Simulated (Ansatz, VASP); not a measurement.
# One calculation of MgRh, two programs

INCAR

```
PREC = Accurate
ENCUT = 520
EDIFF = 1E-7
ISMEAR = -1
SIGMA = 0.1
LREAL = False
LASPH = True
NELM = 150
ALGO = Normal
ISIF = 2
LWAVE = False
LCHARG = True
ISPIN = 2
MAGMOM = 0 1
LORBIT = 11
LMAXMIX = 4
GGA = CA
LELF = True
LVHAR = True
NBANDS = 20
```

KPOINTS

```
regular mesh
0
Gamma
  11 11 11
```

POSCAR

```
MgRh
1.0
    3.0992000000      0.0000000000      0.0000000000
    0.0000000000      3.0992000000      0.0000000000
    0.0000000000      0.0000000000      3.0992000000
Mg Rh
1 1
Direct
    0.0000000000      0.0000000000      0.0000000000
    0.5000000000      0.5000000000      0.5000000000
```

Input for Ansatz:

```yaml
crystal:
  lattice:
    - [3.0992, 0.0, 0.0]
    - [0.0, 3.0992, 0.0]
    - [0.0, 0.0, 3.0992]
  atoms:
    - { symbol: Mg, position: [0.0, 0.0, 0.0] }
    - { symbol: Rh, position: [0.5, 0.5, 0.5], spin: 1.0 }
magnetization:
  spin_polarized: true
kpoints:
  mp_grid: { grid: [11, 11, 11] }
scf:
  occupations: { method: fermi_dirac, width: 0.1 }
  lower_state_search: "off"
hamiltonian:
  xc: lda
  pseudopotentials: { kind: paw }
output:
  forces: true
  stress: true
  eigenvalues: true
  populations: true
  dos: { projected: true, de: 0.1, e_range: [-8, 5] }
  write_density: true
  write_potential: true
  elf: true
  volumetric_format: npy
```

Alike in both runs: task single point; functional LDA; k mesh 11 × 11 × 11; occupations fermi-dirac, width 0.1 eV; collinear spin.

|  | VASP | Ansatz |
| --- | --- | --- |
| version | VASP 6.6.1 | Ansatz 0.2.0 |
| potentials or method | VASP PAW LDA potentials, release 64 (Mg, Rh_pv) | PAW with Ansatz's default frozen-core files, scalar-relativistic |
| plane-wave cutoff (eV) | 520 | 420 |
| valence electrons in the cell | 17 | 27 |

VASP gave:

```
pressure (GPa)           : -6.5
net moment per atom (μB) : 0.00
```

Q: Which values does Ansatz return?

A: Pressure (GPa): -6.2; net moment per atom (μB): 0.00.

The two sets of potentials don't hold the same shells in valence. Ansatz warned: «seeded_moment_not_kept».
